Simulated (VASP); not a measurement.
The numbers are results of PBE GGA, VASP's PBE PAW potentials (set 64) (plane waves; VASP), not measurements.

VASP ran on this input.

INCAR:
```
SYSTEM  =  Al36N35
PREC  =  Normal; ENCUT  =  400; LREAL  =  Auto
LASPH  =  .True.; ISYM  =  0; NELECT  =  284.0
EDIFF  =  1E-5; NELM  =  100; NELMIN  =  4
ALGO  =  Fast
ISMEAR  =  0; SIGMA  =  0.05
GGA  =  PE
IBRION  =  2; NSW  =  60; ISIF  =  2
EDIFFG  =  -0.03
LWAVE  =  .True.; LCHARG  =  .False.
```

POSCAR:
```
Al36N35
1
    4.6932676572    -8.1289780182     0.0000000000
    4.6932676572     8.1289780182     0.0000000000
    0.0000000000     0.0000000000    10.0192026154
Al N
36 35
Direct
  0.2222220000   0.1111110000   0.2500000000
  0.1111110000   0.2222220000   0.0000000000
  0.2222220000   0.1111110000   0.7500000000
  0.1111110000   0.2222220000   0.5000000000
  0.2222220000   0.4444440000   0.2500000000
  0.1111110000   0.5555560000   0.0000000000
  0.2222220000   0.4444440000   0.7500000000
  0.1111110000   0.5555560000   0.5000000000
  0.2222220000   0.7777780000   0.2500000000
  0.1111110000   0.8888890000   0.0000000000
  0.2222220000   0.7777780000   0.7500000000
  0.1111110000   0.8888890000   0.5000000000
  0.5555560000   0.1111110000   0.2500000000
  0.4444440000   0.2222220000   0.0000000000
  0.5555560000   0.1111110000   0.7500000000
  0.4421210000   0.2199670000   0.4967400000
  0.5545620000   0.4382530000   0.2461940000
  0.4444440000   0.5555560000   0.0000000000
  0.5566040000   0.4473730000   0.7451410000
  0.4394290000   0.5499830000   0.5036110000
  0.5555560000   0.7777780000   0.2500000000
  0.4444440000   0.8888890000   0.0000000000
  0.5555560000   0.7777780000   0.7500000000
  0.4444440000   0.8888890000   0.5000000000
  0.8888890000   0.1111110000   0.2500000000
  0.7777780000   0.2222220000   0.0000000000
  0.8888890000   0.1111110000   0.7500000000
  0.7777780000   0.2222220000   0.5000000000
  0.8888890000   0.4444440000   0.2500000000
  0.7777780000   0.5555560000   0.0000000000
  0.8888890000   0.4444440000   0.7500000000
  0.7759910000   0.5536610000   0.5039810000
  0.8888890000   0.7777780000   0.2500000000
  0.7777780000   0.8888890000   0.0000000000
  0.8888890000   0.7777780000   0.7500000000
  0.7777780000   0.8888890000   0.5000000000
  0.2239540000   0.1172040000   0.4367780000
  0.1111110000   0.2222220000   0.1910000000
  0.2222220000   0.1111110000   0.9410000000
  0.1111110000   0.2222220000   0.6910000000
  0.2173680000   0.4446610000   0.4371080000
  0.1111110000   0.5555560000   0.1910000000
  0.2222220000   0.4444440000   0.9410000000
  0.1111110000   0.5555560000   0.6910000000
  0.2222220000   0.7777780000   0.4410000000
  0.1111110000   0.8888890000   0.1910000000
  0.2222220000   0.7777780000   0.9410000000
  0.1111110000   0.8888890000   0.6910000000
  0.5575100000   0.1174250000   0.4372910000
  0.4426550000   0.2156580000   0.1906660000
  0.5555560000   0.1111110000   0.9410000000
  0.4463840000   0.2262090000   0.6916480000
  0.4453200000   0.5515620000   0.1958370000
  0.5555560000   0.4444440000   0.9410000000
  0.4493390000   0.5551030000   0.6909750000
  0.5617150000   0.7803780000   0.4381830000
  0.4444440000   0.8888890000   0.1910000000
  0.5555560000   0.7777780000   0.9410000000
  0.4444440000   0.8888890000   0.6910000000
  0.8888890000   0.1111110000   0.4410000000
  0.7777780000   0.2222220000   0.1910000000
  0.8888890000   0.1111110000   0.9410000000
  0.7777780000   0.2222220000   0.6910000000
  0.8895710000   0.4393960000   0.4370230000
  0.7844050000   0.5568580000   0.1910900000
  0.8888890000   0.4444440000   0.9410000000
  0.7727460000   0.5508720000   0.6944880000
  0.8843200000   0.7746390000   0.4412720000
  0.7777780000   0.8888890000   0.1910000000
  0.8888890000   0.7777780000   0.9410000000
  0.7777780000   0.8888890000   0.6910000000
```

**KPOINTS**
```
Automatic mesh
0
Gamma
1 1 1
0 0 0
```

POTCAR, in this order: Al N (PBE.64 set). Program: vasp_gam.

The run wrote:

### OUTCAR
```
 ion  position               nearest neighbor table
   1  0.222  0.111  0.250-  37 1.87  50 1.89  38 1.90  46 1.90  16 3.05   4 3.09   2 3.09  14 3.09
                            10 3.09  12 3.09  17 3.10   5 3.13   9 3.13  25 3.13  33 3.13  13 3.13
   2  0.111  0.222  0.000-  39 1.90  43 1.90  62 1.90  38 1.91   1 3.09   3 3.09   5 3.09   7 3.09
                            25 3.09  27 3.09  14 3.13  26 3.13  10 3.13  34 3.13  18 3.13   6 3.13
   3  0.222  0.111  0.750-  40 1.90  48 1.90  39 1.91  52 1.91   2 3.09   4 3.09  14 3.09  12 3.09
                            10 3.09  16 3.10   7 3.13  11 3.13  27 3.13  35 3.13  15 3.13  19 3.15
   4  0.111  0.222  0.500-  37 1.88  60 1.90  40 1.91  41 1.92  20 3.08   3 3.09   1 3.09   7 3.09
                             5 3.09  25 3.09  27 3.09  16 3.12  12 3.13  28 3.13  36 3.13   8 3.13
   5  0.222  0.444  0.250-  41 1.88  53 1.89  38 1.90  42 1.90   2 3.09   4 3.09  18 3.09   8 3.09
                             6 3.09  20 3.09   1 3.13  29 3.13  25 3.13   9 3.13  21 3.13  17 3.15
   6  0.111  0.556  0.000-  47 1.90  66 1.90  43 1.90  42 1.91   9 3.09  11 3.09  29 3.09  31 3.09
                             5 3.09   7 3.09  10 3.13  18 3.13  30 3.13  22 3.13  26 3.13   2 3.13
   7  0.222  0.444  0.750-  40 1.90  44 1.90  43 1.91  55 1.94  20 3.04   4 3.09   2 3.09  18 3.09
                             6 3.09   8 3.09  19 3.13   3 3.13  31 3.13  27 3.13  11 3.13  23 3.13
   8  0.111  0.556  0.500-  41 1.87  45 1.90  64 1.91  44 1.91   9 3.09  11 3.09  29 3.09  31 3.09
                             5 3.09   7 3.09  20 3.11  12 3.13  24 3.13  28 3.13   4 3.13  32 3.14
   9  0.222  0.778  0.250-  46 1.90  42 1.90  57 1.90  45 1.91  10 3.09  12 3.09   6 3.09   8 3.09
                            22 3.09  24 3.09   1 3.13  33 3.13  29 3.13  13 3.13   5 3.13  21 3.13
  10  0.111  0.889  0.000-  47 1.90  39 1.90  70 1.90  46 1.91   9 3.09  11 3.09   1 3.09   3 3.09
                            33 3.09  35 3.09   6 3.13  22 3.13  34 3.13   2 3.13  30 3.13  14 3.13
  11  0.222  0.778  0.750-  48 1.90  44 1.90  59 1.90  47 1.91  10 3.09  12 3.09   6 3.09   8 3.09
                            22 3.09  24 3.09   3 3.13  35 3.13  31 3.13  15 3.13  23 3.13   7 3.13
  12  0.111  0.889  0.500-  45 1.90  48 1.91  68 1.94  37 1.96   9 3.09  11 3.09   1 3.09   3 3.09
                            33 3.09  35 3.09  16 3.11   8 3.13  24 3.13   4 3.13  36 3.13  32 3.15
...
```

File OSZICAR:
```
...
RMM:   3    -0.509623651332E+03    0.30018E-03   -0.18683E-02   357   0.317E-01    0.158E-01
RMM:   4    -0.509623419304E+03    0.23203E-03   -0.52389E-03   357   0.151E-01    0.566E-02
RMM:   5    -0.509623537035E+03   -0.11773E-03   -0.12230E-03   396   0.636E-02    0.413E-02
RMM:   6    -0.509623545208E+03   -0.81728E-05   -0.11062E-04   361   0.247E-02    0.166E-02
RMM:   7    -0.509623547155E+03   -0.19467E-05   -0.25150E-05   238   0.115E-02
  34 F= -.50962355E+03 E0= -.50962355E+03  d E =-.278530E-02
       N       E                     dE             d eps       ncg     rms          rms(c)
DAV:   1    -0.509625636070E+03   -0.20909E-02   -0.57334E+00   356   0.619E+00    0.441E-01
RMM:   2    -0.509630620723E+03   -0.49847E-02   -0.84512E-02   356   0.666E-01    0.207E-01
RMM:   3    -0.509630437733E+03    0.18299E-03   -0.10659E-02   357   0.239E-01    0.116E-01
RMM:   4    -0.509630311591E+03    0.12614E-03   -0.29885E-03   357   0.114E-01    0.414E-02
RMM:   5    -0.509630378749E+03   -0.67158E-04   -0.69412E-04   397   0.477E-02    0.305E-02
RMM:   6    -0.509630382685E+03   -0.39355E-05   -0.58890E-05   297   0.182E-02
  35 F= -.50963038E+03 E0= -.50963038E+03  d E =-.962083E-02
       N       E                     dE             d eps       ncg     rms          rms(c)
DAV:   1    -0.509633923754E+03   -0.35450E-02   -0.72373E-01   356   0.220E+00    0.157E-01
RMM:   2    -0.509634534670E+03   -0.61092E-03   -0.10850E-02   356   0.238E-01    0.754E-02
RMM:   3    -0.509634495315E+03    0.39354E-04   -0.13642E-03   357   0.848E-02    0.413E-02
RMM:   4    -0.509634480874E+03    0.14441E-04   -0.39004E-04   358   0.403E-02    0.148E-02
RMM:   5    -0.509634488459E+03   -0.75844E-05   -0.81508E-05   299   0.167E-02
  36 F= -.50963449E+03 E0= -.50963449E+03  d E =-.410577E-02
       N       E                     dE             d eps       ncg     rms          rms(c)
DAV:   1    -0.509635458615E+03   -0.97774E-03   -0.17604E+00   356   0.343E+00    0.243E-01
RMM:   2    -0.509637016641E+03   -0.15580E-02   -0.26739E-02   356   0.375E-01    0.117E-01
RMM:   3    -0.509636938896E+03    0.77745E-04   -0.34009E-03   357   0.134E-01    0.662E-02
RMM:   4    -0.509636904435E+03    0.34461E-04   -0.97900E-04   358   0.642E-02    0.246E-02
RMM:   5    -0.509636924333E+03   -0.19899E-04   -0.21280E-04   383   0.268E-02    0.169E-02
RMM:   6    -0.509636925845E+03   -0.15114E-05   -0.18966E-05   226   0.104E-02
  37 F= -.50963693E+03 E0= -.50963693E+03  d E =-.654316E-02
       N       E                     dE             d eps       ncg     rms          rms(c)
DAV:   1    -0.509639451323E+03   -0.25270E-02   -0.70394E-01   360   0.218E+00    0.148E-01
RMM:   2    -0.509640105021E+03   -0.65370E-03   -0.10572E-02   356   0.237E-01    0.721E-02
RMM:   3    -0.509640074764E+03    0.30257E-04   -0.13218E-03   357   0.846E-02    0.419E-02
RMM:   4    -0.509640057346E+03    0.17418E-04   -0.40291E-04   358   0.409E-02    0.152E-02
RMM:   5    -0.509640065159E+03   -0.78135E-05   -0.83111E-05   302   0.170E-02
  38 F= -.50964007E+03 E0= -.50964007E+03  d E =-.313931E-02
       N       E                     dE             d eps       ncg     rms          rms(c)
DAV:   1    -0.509640482320E+03   -0.42497E-03   -0.70348E-01   356   0.218E+00    0.147E-01
RMM:   2    -0.509641141475E+03   -0.65916E-03   -0.10564E-02   356   0.237E-01    0.721E-02
RMM:   3    -0.509641113089E+03    0.28386E-04   -0.13272E-03   357   0.848E-02    0.420E-02
RMM:   4    -0.509641096756E+03    0.16333E-04   -0.40206E-04   358   0.409E-02    0.155E-02
RMM:   5    -0.509641104590E+03   -0.78331E-05   -0.82974E-05   305   0.170E-02
  39 F= -.50964110E+03 E0= -.50964110E+03  d E =-.417874E-02
       N       E                     dE             d eps       ncg     rms          rms(c)
DAV:   1    -0.509642833280E+03   -0.17365E-02   -0.68215E-01   356   0.215E+00    0.143E-01
RMM:   2    -0.509643487918E+03   -0.65464E-03   -0.10403E-02   356   0.235E-01    0.703E-02
RMM:   3    -0.509643458589E+03    0.29329E-04   -0.12991E-03   357   0.839E-02    0.417E-02
RMM:   4    -0.509643442260E+03    0.16329E-04   -0.39323E-04   357   0.409E-02    0.149E-02
RMM:   5    -0.509643449763E+03   -0.75031E-05   -0.79116E-05   307   0.168E-02
  40 F= -.50964345E+03 E0= -.50964345E+03  d E =-.234517E-02
       N       E                     dE             d eps       ncg     rms          rms(c)
DAV:   1    -0.509643631454E+03   -0.18919E-03   -0.28866E-01   376   0.140E+00    0.928E-02
RMM:   2    -0.509643911872E+03   -0.28042E-03   -0.44159E-03   356   0.153E-01    0.456E-02
RMM:   3    -0.509643900959E+03    0.10913E-04   -0.55478E-04   357   0.549E-02    0.272E-02
RMM:   4    -0.509643894646E+03    0.63135E-05   -0.16725E-04   355   0.267E-02    0.997E-03
RMM:   5    -0.509643897609E+03   -0.29638E-05   -0.30857E-05   245   0.111E-02
  41 F= -.50964390E+03 E0= -.50964390E+03  d E =-.279302E-02
       N       E                     dE             d eps       ncg     rms          rms(c)
DAV:   1    -0.509645094542E+03   -0.11999E-02   -0.51499E-01   356   0.187E+00    0.123E-01
RMM:   2    -0.509645628147E+03   -0.53361E-03   -0.78664E-03   356   0.206E-01    0.608E-02
RMM:   3    -0.509645613668E+03    0.14479E-04   -0.96659E-04   357   0.730E-02    0.364E-02
RMM:   4    -0.509645599117E+03    0.14552E-04   -0.29369E-04   357   0.357E-02    0.126E-02
RMM:   5    -0.509645605027E+03   -0.59107E-05   -0.61648E-05   286   0.148E-02
  42 F= -.50964561E+03 E0= -.50964561E+03  d E =-.170742E-02
       N       E                     dE             d eps       ncg     rms          rms(c)
DAV:   1    -0.509645707518E+03   -0.10840E-03   -0.17962E-01   360   0.110E+00    0.729E-02
RMM:   2    -0.509645896866E+03   -0.18935E-03   -0.27622E-03   356   0.122E-01    0.360E-02
RMM:   3    -0.509645893538E+03    0.33274E-05   -0.34611E-04   358   0.435E-02    0.218E-02
RMM:   4    -0.509645888501E+03    0.50374E-05   -0.99110E-05   343   0.211E-02
  43 F= -.50964589E+03 E0= -.50964589E+03  d E =-.199089E-02
       N       E                     dE             d eps       ncg     rms          rms(c)
DAV:   1    -0.509646534360E+03   -0.64082E-03   -0.50420E-01   356   0.184E+00    0.119E-01
RMM:   2    -0.509647038732E+03   -0.50437E-03   -0.76094E-03   356   0.201E-01    0.594E-02
RMM:   3    -0.509647021061E+03    0.17671E-04   -0.96108E-04   357   0.720E-02    0.365E-02
RMM:   4    -0.509647004828E+03    0.16234E-04   -0.29344E-04   356   0.355E-02    0.122E-02
RMM:   5    -0.509647010985E+03   -0.61578E-05   -0.64079E-05   284   0.148E-02
  44 F= -.50964701E+03 E0= -.50964701E+03  d E =-.112248E-02
       N       E                     dE             d eps       ncg     rms          rms(c)
DAV:   1    -0.509647030845E+03   -0.26018E-04   -0.14834E-02   416   0.317E-01    0.206E-02
RMM:   2    -0.509647046660E+03   -0.15814E-04   -0.23117E-04   356   0.352E-02    0.104E-02
RMM:   3    -0.509647046584E+03    0.76066E-07   -0.30829E-05   253   0.129E-02    0.668E-03
RMM:   4    -0.509647046192E+03    0.39185E-06   -0.77417E-06   211   0.589E-03
  45 F= -.50964705E+03 E0= -.50964705E+03  d E =-.115769E-02
       N       E                     dE             d eps       ncg     rms          rms(c)
DAV:   1    -0.509647448010E+03   -0.40143E-03   -0.29656E-01   356   0.141E+00    0.908E-02
RMM:   2    -0.509647744179E+03   -0.29617E-03   -0.45168E-03   356   0.154E-01    0.453E-02
RMM:   3    -0.509647729667E+03    0.14512E-04   -0.55086E-04   358   0.543E-02    0.275E-02
RMM:   4    -0.509647717833E+03    0.11835E-04   -0.16615E-04   355   0.268E-02    0.910E-03
RMM:   5    -0.509647720585E+03   -0.27529E-05   -0.30906E-05   245   0.109E-02
  46 F= -.50964772E+03 E0= -.50964772E+03  d E =-.674394E-03
```

### OUTCAR
```
------------------------ aborting loop because EDIFF is reached ----------------------------------------
  FORCE on cell =-STRESS in cart. coord.  units (eV):
  Direction    XX          YY          ZZ          XY          YZ          ZX
  --------------------------------------------------------------------------------------
  Total       -2.7116826     -4.1845888     -3.0077134      1.5798583      2.7087955      4.5590190
  in kB       -5.6829653     -8.7697850     -6.3033671      3.3109627      5.6769149      9.5544911
  external PRESSURE =      -6.9187058 kB  Pullay stress =       0.0000000 kB
  volume of cell :      764.49
      direct lattice vectors                 reciprocal lattice vectors
     4.693267657 -8.128978018  0.000000000     0.106535582 -0.061508347  0.000000000
     4.693267657  8.128978018  0.000000000     0.106535582  0.061508347  0.000000000
     0.000000000  0.000000000 10.019202615     0.000000000  0.000000000  0.099808342
  FREE ENERGIE OF THE ION-ELECTRON SYSTEM (eV)
  ---------------------------------------------------
  free  energy   TOTEN  =      -509.6477205854 eV

  energy  without entropy=     -509.6477205854  energy(sigma->0) =     -509.64772059

 reached required accuracy - stopping structural energy minimisation
```
(Selected blocks of OUTCAR.)

**CONTCAR**
```
Al36N35
   1.00000000000000
     4.6932676571999998   -8.1289780181999998    0.0000000000000000
     4.6932676571999998    8.1289780181999998    0.0000000000000000
     0.0000000000000000    0.0000000000000000   10.0192026153999993
  Al              N
    36    35
Direct
     0.2222283333939861    0.1089407032639938    0.2479488066924406
     0.1111743210353584    0.2213313636760895    0.9998701433542155
     0.2247105723404870    0.1141126949752746    0.7446021051717769
     0.1128914388584229    0.2236543920315184    0.4997623430779816
     0.2263581385758906    0.4431589420060532    0.2523232506702805
     0.1105374919382694    0.5542037625637976    0.0040419076805868
     0.2199403489905925    0.4454397599453560    0.7530857503857512
     0.1110520580519851    0.5554156036084131    0.5009034868598913
     0.2213754198743343    0.7757618728993715    0.2501719522814062
     0.1116459068483290    0.8894015970716332    0.0001174862936828
     0.2223184669051704    0.7784623093421181    0.7502405941422373
     0.1110425973203895    0.8882844491713430    0.4993517655978573
     0.5538633984143868    0.1087209268555085    0.2480284289227402
     0.4433816191232919    0.2195506877110016    0.9894648489948797
     0.5560421597334572    0.1140804132028227    0.7445816987511461
     0.4523150115393716    0.2376372552422623    0.4840202741683478
     0.5462078119142199    0.4246416962635344    0.2477145113605984
     0.4450354931031886    0.5539535250804444    0.9965031652757340
     0.5587753301040789    0.4509415882907789    0.7395223355188970
     0.4613880394356770    0.5587798808188337    0.5121314305631709
     0.5545380855111676    0.7726705055721866    0.2489540697128069
     0.4445827302670928    0.8893952408886264    0.0000597333357780
     0.5558938511363027    0.7820694090957708    0.7533717025493123
     0.4437040864568793    0.8881725509506976    0.4994846684822751
     0.8887710331715645    0.1101457623822528    0.2507228627306508
     0.7772570450897170    0.2211699908677466    0.9999443960291011
     0.8894450203277946    0.1121049797780894    0.7498772296431532
     0.7774614271741900    0.2234993006351414    0.4997689558891950
     0.8840949183088392    0.4430068138634294    0.2522601553111534
     0.7759476693067230    0.5538737202563558    0.9964204420664642
     0.8919885344990918    0.4453046459451105    0.7529970566416510
     0.7639447868175760    0.5585402959407637    0.5118053851657284
     0.8852407872730416    0.7726495906057742    0.2488361999393865
     0.7782387086169845    0.8895532898325593    0.0016014047679477
     0.8925026664441508    0.7820250840919095    0.7532923187332228
     0.7773071983103439    0.8879356310309664    0.4999659079042874
     0.2205884499492761    0.1103508577555222    0.4402931640903642
     0.1106982601753966    0.2204274624250089    0.1913896328749728
     0.2199077090859948    0.1097241495706228    0.9356252465184995
     0.1110965048737223    0.2240050589584691    0.6909097023759271
     0.2304631640052971    0.4465394828046825    0.4445642143205401
     0.1097476262225284    0.5522282997766748    0.1956851039535215
     0.2198624430014938    0.4431146187982513    0.9439037814937598
     0.1116563684528079    0.5568142605037711    0.6920034519518166
     0.2218466574558371    0.7771590362061259    0.4413656834765210
     0.1085246309634464    0.8851357927026681    0.1911899566952614
     0.2216781421964221    0.7766311636630855    0.9422439324328754
     0.1128738263924700    0.8908104168472597    0.6904909878967592
     0.5565019966840449    0.1100881954197229    0.4403726087348511
     0.4366746182990999    0.2060048681613915    0.1752056568993478
     0.5569435831193978    0.1097077570052131    0.9356250149603607
     0.4465068029827897    0.2263243822914611    0.6832877144567217
     0.4454079860555444    0.5518551697193058    0.1879969498578343
     0.5550438705850874    0.4430807389057274    0.9352398948864199
     0.4394170467621069    0.5617252331163747    0.7029088971206491
     0.5555962772496682    0.7775655131127278    0.4397512856525179
     0.4435830854919522    0.8849364037241351    0.1911480578225621
     0.5568714900675317    0.7797334529498486    0.9435253236297955
     0.4441367849577856    0.8907376688911595    0.6905779428949302
     0.8897372863889729    0.1126006793116452    0.4419374842747131
     0.7769373167130960    0.2202322657932289    0.1914425874096568
     0.8890789564572514    0.1109377192512714    0.9414968116036366
     0.7795490266569166    0.2238580988156845    0.6909085454854280
     0.8829199840407156    0.4464065923434269    0.4445449721274890
     0.7739160531376201    0.5518404915769266    0.1878180426495524
     0.8901271331514002    0.4429543045352377    0.9438449475936886
     0.7888358500246649    0.5616449973422030    0.7026765633452926
     0.8885080855883166    0.7774988721945829    0.4395932900083336
     0.7776371861577691    0.8881715554049848    0.1921866755529792
     0.8896788323825807    0.7796445068968456    0.9434834401166486
     0.7782384580586499    0.8901216974671988    0.6920396601701058
```

**OUTCAR**
```
 val. band max:        9.1940274514   @ k =   0.0000   0.0000   0.0000

 cond. band min:      10.2144792677   @ k =   0.0000   0.0000   0.0000


 Fermi energy:         9.4816088621

 k-point     1 :       0.0000    0.0000    0.0000
  band No.  band energies     occupation
      1      -9.1177      2.00000
      2      -8.2643      2.00000
      3      -8.2352      2.00000
      4      -7.9799      2.00000
      5      -7.9546      2.00000
      6      -7.9505      2.00000
      7      -7.9084      2.00000
      8      -7.8889      2.00000
      9      -7.6961      2.00000
     10      -7.3484      2.00000
     11      -7.3294      2.00000
     12      -7.3242      2.00000
     13      -7.3210      2.00000
     14      -7.3021      2.00000
     15      -7.3009      2.00000
     16      -7.2624      2.00000
     17      -7.2516      2.00000
     18      -7.2470      2.00000
     19      -7.2300      2.00000
     20      -7.1529      2.00000
     21      -7.0329      2.00000
     22      -6.9302      2.00000
     23      -6.7191      2.00000
     24      -6.7052      2.00000
     25      -6.6920      2.00000
     26      -6.6885      2.00000
     27      -6.6211      2.00000
     28      -6.6164      2.00000
     29      -6.6066      2.00000
     30      -6.5785      2.00000
     31      -6.5496      2.00000
     32      -6.5429      2.00000
     33      -6.4960      2.00000
     34      -6.4732      2.00000
     35      -6.4559      2.00000
     36       0.0556      2.00000
     37       0.4291      2.00000
     38       1.0957      2.00000
     39       1.1118      2.00000
     40       1.1193      2.00000
     41       1.1320      2.00000
     42       1.1665      2.00000
     43       1.1870      2.00000
     44       1.1887      2.00000
     45       1.2018      2.00000
     46       1.2036      2.00000
     47       1.2106      2.00000
     48       1.2195      2.00000
     49       1.2474      2.00000
     50       1.2572      2.00000
     51       1.2752      2.00000
...
```

At this cut-off the stress carries a Pulay error, which pulls relaxed volumes low. The cell is charged, with a uniform compensating background. The supercell is sampled at Γ alone, which is coarse: total energies, pressure and levels can be off, energies of defects by several tenths of an eV.

The cell is a supercell with a defect, built from AlN (wurtzite): vac_N, charge -1. The run is not spin-polarised, so no state with unpaired spins was tried.
